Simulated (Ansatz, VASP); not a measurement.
# Al6Si in two plane-wave programs

Wanted: the spread between two codes on one cell, functional and k mesh. The cell is generated by rule, not measured, and may not be a known phase. The cell is taken from a series of runs on this material, whose earlier steps may have relaxed, scaled, displaced or heated it; both programs get it as it stands.

Program: Ansatz 0.2.0. Level of theory: plane waves, with VASP 6.6.1 beside it; zone-centre phonons at PBEsol. Results are calculated unless marked as measured.

The structure was built from a prototype and need not be the compound's stable phase.

### Step 1. The structure

Symmetry: Amm2, No. 38, orthorhombic system. The conventional cell has a = 4.964 Å, b = 6.334 Å, c = 10.515 Å, α = 90.00°, β = 90.00°, γ = 90.00°. Nearest to Si lie 2 Al at 2.70 Å. Nearest to Al lie 6 Al at 2.41 to 2.68 Å and 1 Si at 2.70 Å. Al has 5 Al at 2.55 to 2.78 Å nearest. Nearest to Al lie 5 Al at 2.51 to 2.78 Å. Farther neighbours are not listed.

As a file:

```xyz
7
Lattice="4.9637 0.0000 0.0000 0.0000 3.1672 5.2577 0.0000 -3.1672 5.2577" Properties=species:S:1:pos:R:3 pbc="T T T"
Si    0.0000    0.0000    2.4566
Al    1.2034    0.0000    4.8781
Al    2.4819   -1.8655    3.4368
Al    3.7603    0.0000    4.8781
Al    2.4819    1.9103    6.2151
Al    2.4819    1.8655    3.4368
Al    2.4819   -1.9103    6.2151
```

### Step 2. VASP: zone-centre phonons, PBEsol

Second derivatives magnify differences that forces hide, and they need a tight electronic threshold.

Lines of VASP's logs that name or quote its potential files are left out, and so is its time.

Contents of INCAR:

```
SYSTEM = Al6Si
PREC = Accurate
ENCUT = 500
EDIFF = 1E-08
NELM = 120
ISMEAR = 1
SIGMA = 0.15
LREAL = .FALSE.
ALGO = Normal
GGA = PS
NBANDS = 18
LORBIT = 11
LWAVE = .FALSE.
LCHARG = .FALSE.
ISIF = 2
IBRION = 8
LASPH = .TRUE.
GGA_COMPAT = .FALSE.
KPAR = 2
```

Contents of POSCAR:

```
Al6Si
1.0
    4.9637156089      0.0000000000      0.0000000000
    0.0000000000      3.1671594424      5.2576802729
    0.0000000000     -3.1671594424      5.2576802729
Si Al
1 6
Direct
    0.0000000000      0.2336172346      0.2336172346
    0.2424453345      0.4638977672      0.4638977672
    0.5000000000      0.0323221651      0.6213420616
    0.7575546655      0.4638977672      0.4638977672
    0.5000000000      0.8926365783      0.2894646119
    0.5000000000      0.6213420616      0.0323221651
    0.5000000000      0.2894646119      0.8926365783
```

Contents of KPOINTS:

```
Automatic mesh
0
Gamma
6 6 6
0 0 0
```

The projector-augmented-wave data sets are Si and Al (PBE family, release 64).

Command:

```bash
mpirun -np 2 vasp_std
```

Numbers of over 12 decimals in the logs are rounded to 6 here.

What it wrote:

```text
[banner, memory and clock lines left out]
running    2 mpi-ranks, on    1 nodes
 distrk:  each k-point on    1 cores,    2 groups
 distr:  one band on    1 cores,    1 groups

 POSCAR found type information on POSCAR SiAl
 POSCAR found :  2 types and       7 ions
|                                                                             |
|               ----> ADVICE to this user running VASP <----                  |
|                                                                             |
|     You enforced a specific xc type in the INCAR file but a different       |
|     [... a line on the potential file left out ...]
|     I HOPE YOU KNOW WHAT YOU ARE DOING!                                     |
|                                                                             |

 LDA part: xc-table for (Slater+PW92), standard interpolation
 POSCAR, INCAR and KPOINTS ok, starting setup
 FFT: planning ... GRIDC
 FFT: planning ... GRID_SOFT
 FFT: planning ... GRID
 WAVECAR not read
 entering main loop
       N       E                     dE             d eps       ncg     rms          rms(c)
DAV:   1     0.298250176592E+02    0.29825E+02   -0.74251E+03  1872   0.921E+02
DAV:   2    -0.241964304975E+02   -0.54021E+02   -0.52561E+02  2392   0.119E+02
DAV:   3    -0.264906421232E+02   -0.22942E+01   -0.22572E+01  2514   0.233E+01
DAV:   4    -0.265362143297E+02   -0.45572E-01   -0.45506E-01  2492   0.382E+00
DAV:   5    -0.265374395394E+02   -0.12252E-02   -0.12251E-02  2610   0.612E-01    0.428E+00
DAV:   6    -0.260147636828E+02    0.52268E+00   -0.99230E-01  2178   0.400E+00    0.255E+00
DAV:   7    -0.259139076962E+02    0.10086E+00   -0.37014E-01  2358   0.243E+00    0.770E-01
DAV:   8    -0.259058869482E+02    0.80207E-02   -0.32219E-02  2354   0.872E-01    0.380E-01
DAV:   9    -0.259055105449E+02    0.37640E-03   -0.34723E-03  2320   0.302E-01    0.154E-01
DAV:  10    -0.259057692523E+02   -0.25871E-03   -0.65149E-04  2152   0.124E-01    0.770E-02
DAV:  11    -0.259058591738E+02   -0.89922E-04   -0.12928E-04  2242   0.546E-02    0.132E-02
DAV:  12    -0.259058630547E+02   -0.38809E-05   -0.40954E-05  2254   0.282E-02    0.650E-03
DAV:  13    -0.259058661076E+02   -0.30529E-05   -0.76852E-06  2038   0.134E-02    0.221E-03
DAV:  14    -0.259058663111E+02   -0.20343E-06   -0.58857E-07  2484   0.385E-03    0.105E-03
DAV:  15    -0.259058662950E+02    0.16050E-07   -0.13303E-07  2108   0.170E-03    0.678E-04
DAV:  16    -0.259058662933E+02    0.17094E-08   -0.11277E-08  1600   0.570E-04
   1 F= -.25905866E+02 E0= -.25906485E+02  d E =0.185686E-02
 Linear response reoptimize wavefunctions to high precision
DAV:   1    -0.259058662913E+02    0.20178E-08   -0.17478E-09  1620   0.254E-04
DAV:   2    -0.259058662913E+02    0.15916E-11   -0.35050E-10  1100   0.119E-04
 Linear response DOF=          12
 Linear response progress:
  Degree of freedom:   1/ 12
       N       E                     dE             d eps       ncg     rms          rms(c)
RMM:   1    -0.218063761511E-01   -0.21806E-01    0.27461E-02  6082   0.741E-01
RMM:   2    -0.189745457352E-01    0.28318E-02   -0.13918E-03  3784   0.191E-01    0.423E-02
RMM:   3    -0.189831722602E-01   -0.86265E-05   -0.12802E-04  3995   0.492E-02    0.230E-02
RMM:   4    -0.190020509527E-01   -0.18879E-04   -0.30119E-05  4043   0.197E-02    0.779E-03
RMM:   5    -0.189947576664E-01    0.72933E-05   -0.22658E-06  4083   0.653E-03    0.120E-03
RMM:   6    -0.189943323317E-01    0.42533E-06   -0.15027E-07  4116   0.162E-03    0.677E-04
RMM:   7    -0.189937787001E-01    0.55363E-06   -0.64357E-08  4181   0.556E-04    0.213E-04
RMM:   8    -0.189944092068E-01   -0.63051E-06   -0.15791E-08  4182   0.239E-04    0.405E-05
RMM:   9    -0.189943306371E-01    0.78570E-07   -0.61479E-09  4326   0.796E-05    0.138E-05
RMM:  10    -0.189942976793E-01    0.32958E-07    0.33401E-10  4353   0.354E-05    0.508E-06
RMM:  11    -0.189943053587E-01   -0.76794E-08    0.52298E-09  4518   0.191E-05    0.363E-06
 first order change of Fermi-energy   0.25424E-03
 force on displaced ion       1 direction 1 :   1.072   0.000   0.000
 Linear response progress:
  Degree of freedom:   2/ 12
       N       E                     dE             d eps       ncg     rms          rms(c)
RMM:   1    -0.209805593251E-01   -0.20981E-01    0.12703E-02  6909   0.701E-01
RMM:   2    -0.193075438066E-01    0.16730E-02   -0.13432E-03  4441   0.182E-01    0.264E-02
RMM:   3    -0.193046837344E-01    0.28601E-05   -0.67309E-05  4706   0.404E-02    0.156E-02
RMM:   4    -0.192898325859E-01    0.14851E-04   -0.93608E-06  4758   0.127E-02    0.566E-03
RMM:   5    -0.192752249351E-01    0.14608E-04   -0.87627E-07  4774   0.482E-03    0.110E-03
RMM:   6    -0.192693570460E-01    0.58679E-05   -0.82007E-08  4892   0.132E-03    0.397E-04
[...]
RMM:   5    -0.887656566084E-02   -0.18399E-04   -0.49230E-06  6636   0.923E-03    0.315E-03
RMM:   6    -0.888570134793E-02   -0.91357E-05   -0.97433E-07  6661   0.356E-03    0.979E-04
RMM:   7    -0.888151179523E-02    0.41896E-05   -0.19471E-07  6783   0.151E-03    0.258E-04
RMM:   8    -0.888161461244E-02   -0.10282E-06   -0.26064E-09  7063   0.314E-04    0.194E-04
RMM:   9    -0.888174853872E-02   -0.13393E-06   -0.11743E-09  7028   0.963E-05    0.353E-05
[...]
force on displaced ion       3 direction 1 :  -0.239   0.000  -0.002
 Linear response progress:
  Degree of freedom:   8/ 12
       N       E                     dE             d eps       ncg     rms          rms(c)
RMM:   1    -0.100458711528E-01   -0.10046E-01    0.13768E-02  7575   0.502E-01
RMM:   2    -0.859860889329E-02    0.14473E-02   -0.63110E-04  4510   0.136E-01    0.562E-02
RMM:   3    -0.855001189225E-02    0.48597E-04   -0.29768E-04  4511   0.589E-02    0.275E-02
RMM:   4    -0.859689358753E-02   -0.46882E-04   -0.49362E-05  4698   0.242E-02    0.120E-02
RMM:   5    -0.861311841260E-02   -0.16225E-04   -0.28922E-06  4730   0.819E-03    0.308E-03
RMM:   6    -0.861961738907E-02   -0.64990E-05   -0.38704E-07  4788   0.259E-03    0.740E-04
RMM:   7    -0.861746075788E-02    0.21566E-05   -0.77160E-08  4846   0.102E-03    0.284E-04
RMM:   8    -0.861778268077E-02   -0.32192E-06   -0.75060E-09  4893   0.352E-04    0.769E-05
RMM:   9    -0.861789919927E-02   -0.11652E-06   -0.30819E-09  5063   0.105E-04    0.355E-05
RMM:  10    -0.861789081686E-02    0.83824E-08   -0.47369E-09  4900   0.520E-05    0.774E-06
 first order change of Fermi-energy  -0.51460E-01
 force on displaced ion       3 direction 2 :   0.000  -6.436  -0.948
 Linear response progress:
  Degree of freedom:   9/ 12
       N       E                     dE             d eps       ncg     rms          rms(c)
RMM:   1    -0.103023291270E-01   -0.10302E-01    0.17248E-02  7827   0.520E-01
RMM:   2    -0.885915589528E-02    0.14432E-02   -0.68695E-04  4507   0.144E-01    0.611E-02
RMM:   3    -0.877687744507E-02    0.82278E-04   -0.40841E-04  4491   0.670E-02    0.283E-02
RMM:   4    -0.882766029932E-02   -0.50783E-04   -0.52611E-05  4689   0.253E-02    0.130E-02
RMM:   5    -0.884943221421E-02   -0.21772E-04   -0.33767E-06  4723   0.843E-03    0.386E-03
RMM:   6    -0.885907786457E-02   -0.96457E-05   -0.41217E-07  4766   0.281E-03    0.909E-04
RMM:   7    -0.885699108134E-02    0.20868E-05   -0.93268E-08  4845   0.113E-03    0.267E-04
RMM:   8    -0.885725772891E-02   -0.26665E-06   -0.39705E-09  4952   0.333E-04    0.946E-05
RMM:   9    -0.885733860623E-02   -0.80877E-07    0.31749E-10  5038   0.103E-04    0.376E-05
RMM:  10    -0.885729017550E-02    0.48431E-07    0.27034E-09  5008   0.444E-05    0.107E-05
RMM:  11    -0.885729782584E-02   -0.76503E-08   -0.87762E-10  5063   0.211E-05    0.364E-06
 first order change of Fermi-energy  -0.69180E-01
 force on displaced ion       3 direction 3 :   0.000  -0.941  -6.963
 Linear response progress:
  Degree of freedom:  10/ 12
       N       E                     dE             d eps       ncg     rms          rms(c)
RMM:   1    -0.810778046865E-02   -0.81078E-02    0.55182E-03 10072   0.438E-01
RMM:   2    -0.732664225622E-02    0.78114E-03   -0.49886E-04  6254   0.117E-01    0.428E-02
RMM:   3    -0.730157068515E-02    0.25072E-04   -0.12246E-04  6482   0.416E-02    0.221E-02
RMM:   4    -0.732217931410E-02   -0.20609E-04   -0.39587E-05  6582   0.214E-02    0.765E-03
RMM:   5    -0.731382242289E-02    0.83569E-05   -0.25154E-06  6692   0.725E-03    0.180E-03
RMM:   6    -0.731237983629E-02    0.14426E-05   -0.33790E-07  6771   0.204E-03    0.603E-04
RMM:   7    -0.731014185986E-02    0.22380E-05   -0.31949E-08  6867   0.779E-04    0.237E-04
RMM:   8    -0.731044577159E-02   -0.30391E-06   -0.59409E-09  6927   0.229E-04    0.890E-05
RMM:   9    -0.731059563992E-02   -0.14987E-06   -0.37556E-09  7129   0.726E-05    0.197E-05
RMM:  10    -0.731061525556E-02   -0.19616E-07   -0.73171E-09  7211   0.295E-05    0.509E-06
RMM:  11    -0.731062049809E-02   -0.52425E-08   -0.32670E-09  7597   0.133E-05    0.150E-06
 first order change of Fermi-energy  -0.22988E-04
 force on displaced ion       5 direction 1 :   0.112   0.003   0.000
 Linear response progress:
  Degree of freedom:  11/ 12
       N       E                     dE             d eps       ncg     rms          rms(c)
RMM:   1    -0.104849761481E-01   -0.10485E-01    0.19522E-02  7776   0.533E-01
RMM:   2    -0.910598005582E-02    0.13790E-02   -0.71259E-04  4495   0.147E-01    0.670E-02
RMM:   3    -0.899532751030E-02    0.11065E-03   -0.48971E-04  4453   0.714E-02    0.298E-02
RMM:   4    -0.905149351148E-02   -0.56166E-04   -0.61081E-05  4686   0.269E-02    0.135E-02
RMM:   5    -0.907537589872E-02   -0.23882E-04   -0.37028E-06  4715   0.873E-03    0.446E-03
RMM:   6    -0.908843156838E-02   -0.13056E-04   -0.50338E-07  4760   0.300E-03    0.946E-04
RMM:   7    -0.908648671620E-02    0.19449E-05   -0.11467E-07  4847   0.120E-03    0.277E-04
RMM:   8    -0.908683235837E-02   -0.34564E-06   -0.29593E-09  4949   0.346E-04    0.886E-05
RMM:   9    -0.908696278011E-02   -0.13042E-06    0.37579E-09  5051   0.106E-04    0.330E-05
RMM:  10    -0.908688745397E-02    0.75326E-07    0.48379E-09  5007   0.454E-05    0.133E-05
RMM:  11    -0.908690982192E-02   -0.22368E-07    0.18699E-09  4986   0.212E-05    0.377E-06
RMM:  12    -0.908691557840E-02   -0.57565E-08    0.10189E-09  5295   0.107E-05    0.158E-06
 first order change of Fermi-energy   0.54529E-01
 force on displaced ion       5 direction 2 :   0.000  -7.949  -0.907
 Linear response progress:
  Degree of freedom:  12/ 12
       N       E                     dE             d eps       ncg     rms          rms(c)
RMM:   1    -0.102609984313E-01   -0.10261E-01    0.21222E-02  7707   0.527E-01
RMM:   2    -0.888226205808E-02    0.13787E-02   -0.68403E-04  4454   0.144E-01    0.614E-02
RMM:   3    -0.878903181142E-02    0.93230E-04   -0.42539E-04  4440   0.671E-02    0.276E-02
RMM:   4    -0.884033738660E-02   -0.51306E-04   -0.54363E-05  4671   0.253E-02    0.128E-02
RMM:   5    -0.886223184786E-02   -0.21894E-04   -0.35374E-06  4731   0.839E-03    0.402E-03
RMM:   6    -0.887280922813E-02   -0.10577E-04   -0.53380E-07  4771   0.277E-03    0.912E-04
RMM:   7    -0.887090250203E-02    0.19067E-05   -0.10041E-07  4857   0.114E-03    0.250E-04
RMM:   8    -0.887115298267E-02   -0.25048E-06   -0.50908E-09  4977   0.311E-04    0.103E-04
RMM:   9    -0.887127460725E-02   -0.12162E-06   -0.22684E-09  5035   0.976E-05    0.372E-05
RMM:  10    -0.887123003608E-02    0.44571E-07   -0.30512E-09  5062   0.396E-05    0.120E-05
RMM:  11    -0.887124919755E-02   -0.19161E-07   -0.23534E-09  5018   0.188E-05    0.307E-06
RMM:  12    -0.887124709305E-02    0.21045E-08   -0.10786E-09  5410   0.913E-06    0.138E-06
 first order change of Fermi-energy   0.73492E-01
 force on displaced ion       5 direction 3 :   0.000  -0.910  -7.008
 Linear response finished
```

[end of part 1 of 2]

[Lines on the potential files, build, host, timing and source positions are cut from VASP's logs without a mark.]

[Logs are printed without paths, hosts, clocks, repeated set-up lines and the standing remarks that a program may print on its own settings, such as how far it seeks lower states.]

[Hosts, paths, dates, database ids (printed as entryN), source tags and the programs' standing remarks are cut or masked in the printed files.]
